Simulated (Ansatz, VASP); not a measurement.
# Si2Ni: VASP beside Ansatz, part 2 of 2

Aim: how closely do two programs agree when they are given the same cell, functional and k mesh? The cell is taken from a series of runs on this material, whose earlier steps may have relaxed, scaled, displaced or heated it; both programs get it as it stands.

VASP 6.6.1 and Ansatz 0.2.0.

So far: The starting structure; VASP: zone-centre phonons, LDA.

## Step 3: Ansatz: zone-centre phonons, LDA

Level of this step: Ansatz beside VASP: Kohn-Sham DFT, plane waves, LDA (Ansatz).

Ansatz runs on its PAW soft_1 files.

The same cell, functional (in two slightly different forms), mesh and smearing now go to Ansatz, which takes its cutoff from its data sets.

The input, input.yaml:

```yaml
crystal:
  lattice:
    - [0.0, 2.5824949006, 2.5824949006]
    - [2.5824949006, 0.0, 2.5824949006]
    - [2.5824949006, 2.5824949006, 0.0]
  atoms:
    - { symbol: Si, position: [0.25, 0.25, 0.25] }
    - { symbol: Si, position: [0.75, 0.75, 0.75] }
    - { symbol: Ni, position: [0.0, 0.0, 0.0] }
kpoints:
  mp_grid: { grid: [16, 16, 16] }
hamiltonian:
  xc: lda
  pseudopotentials: { kind: paw, azcp: { folder: soft_1 }, xc_functional: pbe }
scf:
  occupations: { method: methfessel_paxton, width: 0.2 }
output:
  eigenvalues: true
phonons:
  method: dfpt
```

Run with:

```
$ ansatz run input.yaml --threads 4 --pin off --max-ram 10240MiB --backend cpu --events-out ev --progress --plain --runs-dir out
```

Numbers of over 12 decimals in the logs are rounded to 6 here.

Log:

```text
zone centre: on kpoints.mp_grid the ground state, and the responses unless they are solved on pairs of k-points, stand on 349 of the mesh's 4096 k-points, reduced under 8 symmetry operations, with k and −k counted as one. Each operation leaves every solved displacement unchanged or reverses it
Engine: ansatz 0.2.0, x86_64-unknown-linux-gnu
Pseudopotentials: kind: paw
Pseudopotential: Si, paw, valence charge 4, recommended cutoff 420 eV (normal), soft_1/Si.paw.azcp
Pseudopotential: Ni, paw, valence charge 18, recommended cutoff 420 eV (normal), soft_1/Ni.paw.azcp
Functional definition: SPW92
  exchange = slater_x
  correlation = pw_c
Crystal: 3 atoms, lattice volume = 34.447 Å³
Basis set: ecut = 420 eV, 645 PW (Γ), exchange–correlation on 50×50×50 points (8 copies of the dense FFT grid, shifted against one another)
Bands: 17, of which v1, the nominal top of the filled ones, is band 13 counted from 1 (12 counted from 0)
Symmetry: 48 space group operations
k-points: 349 of 4096 (irreducible under 8 space group operations, time reversal used)
Non-local potential: Si, projectors of the file, l = 0: 2, l = 1: 2, l = 2: 1
Non-local potential: Ni, projectors of the file, l = 0: 3, l = 1: 2, l = 2: 3, l = 3: 1
PAW form: soft (Blöchl's): semilocal exchange-correlation on the pseudo side does not see the compensation charge
PAW frozen core: Si, regenerated for the run's functional, and the local potential with it (the file was generated under x = pbe(κ = 0.804, μ = 0.219515), c = pbe(β = 0.066725))
PAW frozen core: Ni, regenerated for the run's functional, and the local potential with it (the file was generated under x = pbe(κ = 0.804, μ = 0.219515), c = pbe(β = 0.066725))
PAW one-centre angular grid: Si, 110 points (default); XC on 64 Gauss nodes
PAW one-centre angular grid: Ni, 590 points (default); XC on 64 Gauss nodes
Initial density: superposition of atomic densities (chi_scale 0.1, normalization cell, long waves kept (reshape's long-wave potential 0.00 eV rms))
Initial wavefunctions: pseudopotential atomic-orbital guess
Functional: x = slater, c = lda
SCF iter   1: F=—  HF=-6992.705643 eV  |F-HF|=—  |Δ(HF+E_count)|=         —  Δρ=7.35e-2  dr2=2.76e0  ethr=3.10e-3  ⟨swp⟩=5.0  Hψ=30417  notcnv=0
preconditioner: auto → Kerker (q_TF=auto, 2.603 Å⁻¹)  [metal: Δε(μ)=0.046 eV  Ē_g=9.832 eV  σ=0.200 eV  W_gap=0.19  n_scr=14 (ndim 8)  ℏωp=26.8 eV  f_vac=0.000  D(μ)=0.65/eV (n_scr^D=0)]
SCF iter   2: F=—  HF=-6992.224113 eV  |F-HF|=—  |Δ(HF+E_count)|=   4.82e-1  S|Δr|=    0.00e0  Δρ=4.29e-2  dr2=1.04e0  ethr=3.10e-3  ⟨swp⟩=2.0  Hψ=10026  notcnv=0  defer=8
SCF iter   3: F=—  HF=-6991.873049 eV  |F-HF|=—  |Δ(HF+E_count)|=   3.51e-1  S|Δr|=    0.00e0  Δρ=2.09e-2  dr2=1.39e-1  ethr=3.10e-3  ⟨swp⟩=2.3  Hψ=10536  notcnv=0  defer=8
SCF iter   4: F=—  HF=-6991.849784 eV  |F-HF|=—  |Δ(HF+E_count)|=   2.33e-2  S|Δr|=    0.00e0  Δρ=7.68e-3  dr2=1.56e-2  ethr=5.33e-4  ⟨swp⟩=2.2  Hψ=10169  notcnv=0  defer=8
SCF iter   5: F=—  HF=-6991.849493 eV  |F-HF|=—  |Δ(HF+E_count)|=   2.91e-4  S|Δr|=    0.00e0  Δρ=1.47e-3  dr2=1.04e-3  ethr=5.99e-5  ⟨swp⟩=2.0  Hψ=10340  notcnv=0  defer=8
SCF iter   6: F=—  HF=-6991.849593 eV  |F-HF|=—  |Δ(HF+E_count)|=   9.92e-5  S|Δr|=    0.00e0  Δρ=1.06e-3  dr2=3.41e-4  ethr=4.01e-6  ⟨swp⟩=2.0  Hψ=9033  notcnv=0  defer=8
SCF iter   7: F=—  HF=-6991.849582 eV  |F-HF|=—  |Δ(HF+E_count)|=   1.03e-5  S|Δr|=    0.00e0  Δρ=9.22e-5  dr2=3.53e-6  ethr=1.31e-6  ⟨swp⟩=1.8  Hψ=8368  notcnv=0  defer=8
SCF iter   8: F=—  HF=-6991.849595 eV  |F-HF|=—  |Δ(HF+E_count)|=   1.27e-5  S|Δr|=    0.00e0  Δρ=1.91e-5  dr2=1.07e-7  ethr=1.36e-8  ⟨swp⟩=2.0  Hψ=9080  notcnv=0  defer=8
SCF iter   9: F=—  HF=-6991.849594 eV  |F-HF|=—  |Δ(HF+E_count)|=   6.76e-7  S|Δr|=    0.00e0  Δρ=1.91e-6  dr2=8.36e-10  ethr=4.10e-10  ⟨swp⟩=2.5  Hψ=9096  notcnv=0  defer=8
SCF iter  10: F=-6991.849594 eV  HF=-6991.849594 eV  |F-HF|=4.55e-12  |Δ(HF+E_count)|=  9.28e-11  S|Δr|=    0.00e0  Δρ=1.89e-7  dr2=8.92e-12  ethr=1.00e-12  ⟨swp⟩=4.4  Hψ=31846  notcnv=0
SCF 1 converged in 10 iterations: F = -6991.849594 eV  dr2 = 8.92e-12
  greatest PAW one-centre occupation: 1.001 electrons in one spin orbital (limit 2), on the Ni atom at site 2 (counted from 0), in its partial waves of l = 1
DFPT response loops at Γ: preconditioner auto → Kerker (q_TF=auto, 2.603 Å⁻¹) (partly filled bands, converged f_vac=0.000); β = 1.00, the filter's whole step (`scf.mixing.beta` (0.50) is not read by the response loops under this deck's `scf.mixing.preconditioner`; to damp them name `kerker` or `kerker_dos`, under which they read `scf.mixing.beta`, and type it under 1.00, their step now; both keys bind the ground state too); Broyden in place of MSR1
SCF converged after 10 iterations
Stability not checked: this state was not tested for a lower state beside it, because cold or Methfessel-Paxton smearing, or corrected tetrahedra, fill the levels in a way that the test cannot read (fill_not_monotonic; see scf.lower_state_search)
Free energy (F): -6991.849594 eV
Harris-Foulkes:  -6991.849594 eV  (|F-HF|=4.55e-12)
Internal energy: -6991.849480 eV  (E = F + TS)
E sigma→0 (E₀):  -6991.849566 eV
Entropy (-TS):   -0.000115 eV (-0.038 meV/atom)
Fermi energy:    15.632259 eV
--- Per-component energies (eV) ---
  E_band       = -302.442769
  E_kinetic    = 440.682458
  E_local      = -4032.804039  (includes V_loc(G=0)·N_el)
  E_nonlocal   = -69.046054
  E_hartree    = 2105.279742
  E_xc         = -232.889382
  E_vxc        = -253.055388  (∫ρ·V_xc dr)
  E_paw        = -2557.871800  (= ΣΔE_a)
  E_vpaw       = -598.780038  (= ΣTr[D̂ρ^β])
  E_aug_tail   = 0.000857  (compensation charges beyond the density's cutoff)
  E_ewald      = -2645.804044
  E_core_change = 0.602783  (= ΣΔE_core)
  E_smearing   = -0.000115  (= −TS)
  E_closure    = 0.000000  (closes the sum)
  Σ components = -6991.849594   (vs F -6991.849594, Δ=0.00e0)
--- Band table (eV; the first three rows and the last of 349) ---
  k-point 0: bands = [... 9 lower, 11.1159, 16.2242, 17.3929, 17.3929, 17.3929, 17.4756, 17.4756, 17.4756]
  k-point 1: bands = [... 9 lower, 11.1027, 15.7741, 16.6213, 16.8173, 16.8173, 18.0912, 18.0912, 18.7439]
  k-point 2: bands = [... 9 lower, 11.0700, 14.5634, 16.2409, 16.2409, 16.7207, 18.6451, 18.6451, 19.6796]
  k-point 348: bands = [... 9 lower, 10.9549, 11.0450, 11.5536, 12.5022, 17.9995, 17.9995, 19.9476, 20.8849]
--- Phonons (Γ-DFPT): 2 representative perturbations + reference, on 349 of 4096 k-points (Σ response iterations 6) ---
  k mesh reduced under 8 symmetry operations, with k and −k counted as one. Each operation leaves every solved displacement unchanged or reverses it
  ASR residual: 7.747e-5 → 0.000e0 eV/Å²; symmetrization residual: 1.169e-6 eV/Å²
  ASR residual per site (eV/Å²): 7.75e-5 7.75e-5 1.56e-6
  Γ frequencies (cm⁻¹): 0.00 0.00 0.00 385.64 385.64 385.64 409.97 409.97 409.97
  non-analytic LO–TO correction: not included (Born effective charges unavailable; polar crystals: no LO–TO splitting at Γ)
```

In the SCF lines HF is the Harris–Foulkes energy and dr2 the Hartree energy of the density residual, in eV; the loop may stop once dr2 is under the threshold and the program's other checks hold. Hψ counts applications of the Hamiltonian.

## Step 4: Side by side

Known differences besides the potentials themselves: the two LDA forms differ slightly; the data sets hold 26 valence electrons in Ansatz (on its PAW soft_1 files) and 18 in VASP; the cutoff is 420 eV in Ansatz and 600 eV in VASP; VASP's log shows a relativistic correction to its local exchange, Ansatz's none. Total energies have different zeros and are not compared.

Compared:

| quantity | Ansatz | VASP | difference |
| --- | --- | --- | --- |
| optical mode 1 to 3 (cm⁻¹) | 385.6 | 387.5 | -0.47 % |
| optical mode 4 to 6 (cm⁻¹) | 410.0 | 410.1 | -0.03 % |

Modes are paired by rising frequency, not by their patterns, so a pair may set unlike modes beside each other; they are those without the splitting of longitudinal modes.

## Step 5: What came out

| Quantity | Value |
| --- | --- |
| r.m.s. difference of the optical zone-centre modes, each program's sorted by frequency (zone-centre phonons, LDA) | 1.3 cm⁻¹ |

What this shows: The r.m.s. difference of the optical zone-centre modes, each program's sorted by frequency is 1.3 cm⁻¹ (zone-centre phonons, LDA). The data sets hold unlike numbers of valence electrons (26 in Ansatz and 18 in VASP), so part of the differences comes from the potentials. Such differences can come from data sets, numerical settings and the points named under the comparisons, not from the functional's error against experiment.

[Lines on the potential files, build, host, timing and source positions are cut from VASP's logs without a mark.]

[Logs are printed without paths, hosts, clocks, repeated set-up lines and the standing remarks that a program may print on its own settings, such as how far it seeks lower states.]

[Hosts, paths, dates, database ids (printed as entryN), source tags and the programs' standing remarks are cut or masked in the printed files.]
